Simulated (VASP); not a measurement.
**TaN: relaxation of cell and atoms with PBE**

TaN:

```xyz
2
Lattice="0.0000 2.2113 2.2113 2.2113 0.0000 2.2113 2.2113 2.2113 0.0000" Properties=species:S:1:pos:R:3 pbc="T T T"
Ta    2.2113    2.2113    2.2113
N     0.0000    0.0000    0.0000
```

The cell comes from a database or a generator and needn't be the stable form of this composition.

```json
{"Program": "VASP 6.6.1", "Task": "relaxation of cell and atoms", "Functional": "PBE", "Potentials or basis": "VASP PAW PBE potentials, release 64 (Ta_pv, N)", "Cutoff": "600 eV", "k mesh": "16 × 16 × 16", "Occupations": "gaussian, width 0.1 eV", "Spin": "no spin polarisation", "Further INCAR settings": "ALGO = Normal; EDIFF = 1e-07; IBRION = 2; EDIFFG = -0.005; NSW = 90; ISIF = 3"}
```

The relaxed volume is 10.80 Å³/atom. The relaxed cell is a = 3.126 Å, b = 3.126 Å, c = 3.126 Å, α = 60.00°, β = 60.00°, γ = 60.00°. The space group after relaxing (to 0.05 Å) is Fm-3m (No. 225). The energy gained by relaxing is 0.0 meV/atom, the ionic steps are 3 and the pressure after relaxing is 0.0 GPa. The band gap on the k mesh is none (metal or under the smearing width).

Final structure:
```cif
data_structure
_symmetry_space_group_name_H-M 'P 1'
_symmetry_Int_Tables_number 1
_cell_length_a 3.1256
_cell_length_b 3.1256
_cell_length_c 3.1256
_cell_angle_alpha 60.000
_cell_angle_beta 60.000
_cell_angle_gamma 60.000
_cell_volume 21.59
loop_
_atom_site_label
_atom_site_type_symbol
_atom_site_fract_x
_atom_site_fract_y
_atom_site_fract_z
_atom_site_occupancy
Ta1 Ta 0.50000 0.50000 0.50000 1
N1 N 0.00000 0.00000 0.00000 1
```

Levels at points of the mesh, in eV from the Fermi level:
| k point | band 4 | band 5 | band 6 | band 7 | band 8 | band 9 | band 10 | band 11 | band 12 |
| --- | --- | --- | --- | --- | --- | --- | --- | --- | --- |
| (0.00, 0.00, 0.00) | -18.73 | -3.78 | -3.78 | -3.78 | -2.06 | -2.06 | -2.06 | 0.07 | 0.07 |
| (0.50, 0.00, 0.00) | -15.80 | -10.24 | -7.46 | -7.46 | 1.86 | 1.86 | 1.95 | 3.78 | 7.38 |
| (0.50, 0.50, 0.00) | -17.48 | -6.61 | -5.35 | -4.60 | -4.60 | 2.08 | 3.47 | 3.47 | 4.38 |

Run time: 60 s on 1 thread of Intel(R) Xeon(R) Platinum 8488C (Sapphire Rapids), on a shared host, peak memory 0.2 GiB.

The run has no spin-orbit coupling, so splittings on Ta are missing.
